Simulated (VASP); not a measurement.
SiO$_{2}$ (rutile): the lattice constant c from VASP (plane waves, PAW) at several levels of theory. Static lattice.  The measured value holds thermal and zero-point effects that the static calculation lacks.

```
level   lattice constant c (Å)  error against measurement
------  ----------------------  -------------------------
LDA                      2.668                     +0.1 %
PBE                      2.695                     +1.1 %
PBEsol                   2.685                     +0.7 %
SCAN                     2.671                     +0.2 %
r2SCAN                   2.674                     +0.3 %
```

Measured: 2.665 Å (as given by Zenji Hiroi, Progress in Solid State Chemistry (2015), arXiv:1503.02262).

The cell of the LDA run:

```xyz
6
Lattice="4.1583 0.0000 0.0000 0.0000 4.1583 0.0000 0.0000 0.0000 2.6680" Properties=species:S:1:pos:R:3 pbc="T T T"
Si     0.0000     0.0000     0.0000
Si     2.0791     2.0791     1.3340
O      1.2702     1.2702     0.0000
O      3.3493     0.8090     1.3340
O      0.8090     3.3493     1.3340
O      2.8881     2.8881     0.0000
```

Only levels that ran to the end are used. Left out are those held back, those with too coarse a band path, GW runs whose mesh misses a band edge, hybrids' fits of cells that aren't cubic and levels without matching references; a question may draw on a part of the rest.

The compound is SiO2 in the rutile structure, stishovite, a high-pressure form.
